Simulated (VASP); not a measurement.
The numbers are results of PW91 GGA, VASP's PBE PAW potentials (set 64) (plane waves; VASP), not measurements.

A VASP calculation is set up with these files.

**KPOINTS**
```
Automatic mesh
0
Gamma
13 13 7
0 0 0
```

INCAR:
```
LREAL = F   ! projection in real space or not
LASPH = T
GGA = 91
NELM = 100   ! most electronic steps
EDIFF = 1E-7
ISIF = 2
SYSTEM = Gd
LMAXMIX = 6
LORBIT = 11   ! lm-projected
ISMEAR = -5
PREC = Accurate
LCHARG = T
LWAVE = F
NEDOS = 601   ! DOS grid
ENCUT = 520
ALGO = Normal
```

File POSCAR:
```
Gd
1
    1.8210676723    -3.1541815145    -0.0000000000
    1.8210676723     3.1541815145    -0.0000000000
    0.0000000000    -0.0000000000     5.7035237911
Gd
2
Direct
  0.3333330000   0.6666670000   0.2500000000
  0.6666670000   0.3333330000   0.7500000000
```

POTCAR, in this order: Gd_3 (PBE.64 set). Program: vasp_std.

The 4f electrons are frozen in the core of the lanthanide potential, so 4f levels, which can set the real gap, and their magnetism are missing.

Predict the energy per atom (σ→0), band gap (on the k-mesh).

```yaml
energy per atom (σ→0): -4.599 eV/atom
band gap (on the k-mesh): none (metal, semimetal or under 0.01 eV)
```

**OSZICAR**
```
...
DAV:   6    -0.918992111215E+01    0.14542E-02   -0.26124E-02  2467   0.129E+00    0.131E+01
DAV:   7    -0.919927698633E+01   -0.93559E-02   -0.46540E-02  2347   0.172E+00    0.236E-01
DAV:   8    -0.919890384421E+01    0.37314E-03   -0.28613E-03  2599   0.396E-01    0.553E-02
DAV:   9    -0.919892703340E+01   -0.23189E-04   -0.21902E-04  3137   0.108E-01    0.344E-02
DAV:  10    -0.919892154057E+01    0.54928E-05   -0.35757E-05  2649   0.432E-02    0.414E-02
DAV:  11    -0.919892359874E+01   -0.20582E-05   -0.66786E-06  2579   0.181E-02    0.280E-03
DAV:  12    -0.919892355073E+01    0.48015E-07   -0.27026E-07  2528   0.374E-03
   1 F= -.91989236E+01 E0= -.91989236E+01  d E =0.000000E+00
```

The compound is Gd in the hcp structure. It was relaxed first.
